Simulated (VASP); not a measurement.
Set up this calculation in VASP 6.6.1, as the native input.

```
Task                   : relaxation of cell and atoms
Functional             : PBE
Potentials or basis    : VASP PAW PBE potentials, release 64 (Hf_pv, Sn_d, S)
Cutoff                 : 520 eV
k mesh                 : 7 × 7 × 2
Occupations            : gaussian, width 0.15 eV
Spin                   : no spin polarisation
Further INCAR settings : PREC = Normal; LREAL = Auto; ALGO = Fast; EDIFF = 1e-05; ISYM = 0; IBRION = 2; EDIFFG = -0.03; NSW = 110; ISIF = 3
```

The structure of Hf3SnS4 lies in POSCAR:

```
Hf3SnS4
1.0
    3.6618753300     -0.0247249500      0.0160997000
   -1.8523506100      3.1421934700      0.0128059200
    0.0791155900      0.1183422700     17.5922701700
Hf Sn S
3 1 4
Direct
    0.0098825500      0.0405499000      0.0141941500
    0.5768388100      0.3260178800      0.6215161000
    0.3487806000      0.6822528900      0.3700230900
    0.0007734100      0.9943977500      0.5018288800
    0.6221305500      0.3509174100      0.9224957400
    0.3677410500      0.7057124300      0.0858504700
    0.4169340000      0.7055075500      0.6994040000
    0.6786834200      0.4136338200      0.2811912200
```

The cell was built by a generator and needn't be a form met in nature.

One way to write it, as run:

INCAR

```
  PREC = Normal
  ENCUT = 520
  EDIFF = 1E-5
  ISMEAR = 0
  SIGMA = 0.15
  LREAL = Auto
  LASPH = T
  NELM = 80
  ALGO = Fast
  ISIF = 3
  LWAVE = F
  LCHARG = F
  GGA = PE
  IBRION = 2
  NSW = 110
  EDIFFG = -0.03
  ISYM = 0
  KPAR = 4
```

KPOINTS

```
Automatic mesh
0
Gamma
  7 7 2
```

Potentials or basis: VASP PAW PBE potentials, release 64 (Hf_pv, Sn_d, S).

Run with:

```bash
$ cat potpaw_PBE.64/Hf_pv/POTCAR potpaw_PBE.64/Sn_d/POTCAR potpaw_PBE.64/S/POTCAR > POTCAR
$ mpirun -np 4 vasp_std > vasp.out
```

Results of the run:

```
Relaxed volume                         : 24.73 Å³/atom
Relaxed cell                           : a = 3.614 Å, b = 3.615 Å, c = 17.496 Å, α = 88.82°, β = 91.05°, γ = 120.05°
Space group after relaxing (to 0.05 Å) : Cm (No. 8)
Energy gained by relaxing              : 178.7 meV/atom
Ionic steps                            : 33
Pressure after relaxing                : 0.1 GPa
Largest force after relaxing           : 0.026 eV/Å
Band gap on the k mesh                 : none (metal or under the smearing width)
```

Wall time 8.9 min on 4 MPI ranks on Intel(R) Xeon(R) 6975P-C (Granite Rapids), with other jobs on the host, peak memory 0.38 GiB a rank.
